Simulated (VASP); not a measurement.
A run of VASP 6.6.1 is set up as follows.

File INCAR:

```
SYSTEM = H16SO10
ALGO     = Fast           ! electronic algorithm
EDIFF    = 1E-7           ! SCF threshold, eV
ENCUT    = 520            ! plane-wave cutoff, eV
GGA      = PE             ! functional
ISIF     = 2              ! what is computed and relaxed
ISMEAR   = -1             ! smearing method
LASPH    = .TRUE.         ! aspherical terms in the spheres
LCHARG   = .FALSE.        ! write CHGCAR
LREAL    = Auto         
LWAVE    = .FALSE.        ! write WAVECAR
NBANDS   = 60             ! bands
NELM     = 80             ! most SCF steps
PREC     = Accurate       ! precision mode
SIGMA    = 0.05           ! smearing width, eV
```

The input KPOINTS:

```
k-points
0
G
  1 1 1
  0 0 0
```

The input POSCAR:

```
H16SO10
1.0
    6.7968840000      0.0000000000      0.0000000000
    0.0000000000      6.7968840000      0.0000000000
    0.0000000000      0.0000000000      6.7968840000
O H S
10 16 1
Direct
    0.9112263796      0.9038847801      0.8877156062
    0.8803592941      0.1707547164      0.4487938885
    0.4922108425      0.1639280588     -0.0149480262
    0.6159881499      0.5240636739      0.1985321509
    0.1984585878      0.3599002131      0.7556845166
   -0.0313526022      0.5489280088      1.0322965641
    0.2870580107      0.9439913937      0.5871072686
    0.1384163684      0.0341627134      0.1785524073
    0.4991846264      0.3028299438      0.5443229574
    0.2302819939      0.4729667300      0.3663002046
    0.9681053848      0.9416815117      0.7611723254
    0.9768593962      0.9853927182      1.0015324669
    0.9549670114      0.2227344177      0.5604332809
    0.7456357943      0.2234259110      0.4791166070
    0.5597712128      0.2669899913      0.0578941762
    0.5894760011      0.0699143902     -0.0562463623
    0.5473978959      0.6385278901      0.1468614147
    0.7502702709      0.5368636569      0.1487593433
    0.0915419478      0.4199277198      0.8429450907
    0.2930019109      0.2884115721      0.8416650924
    0.0699585281      0.5796626807      1.1293851712
   -0.0434169540      0.6821066830      0.9571297671
    0.3892224731      1.0438753994      0.5807367023
    0.2428907129      0.9297789987      0.4534136525
    0.0777267936      0.1256899485      0.2720511340
    0.2701384929      0.0729304781      0.1559096786
    0.3820132873      0.4870172862      0.5216508035
```

Potentials or basis: VASP PAW PBE potentials, release 64 (O, H, S).

Run with:

```bash
$ cat potpaw_PBE.64/O/POTCAR potpaw_PBE.64/H/POTCAR potpaw_PBE.64/S/POTCAR > POTCAR
$ mpirun -np 1 vasp_gam > vasp.out
```

Q: What does it give for the pressure?

A: -0.1 GPa.

Q: Estimate the largest force.

A: 1.907 eV/Å.

Stress tensor (GPa, compression positive):
```
 0.52  1.02 -1.12
 1.02 -0.69 -0.43
-1.12 -0.43 -0.16
```
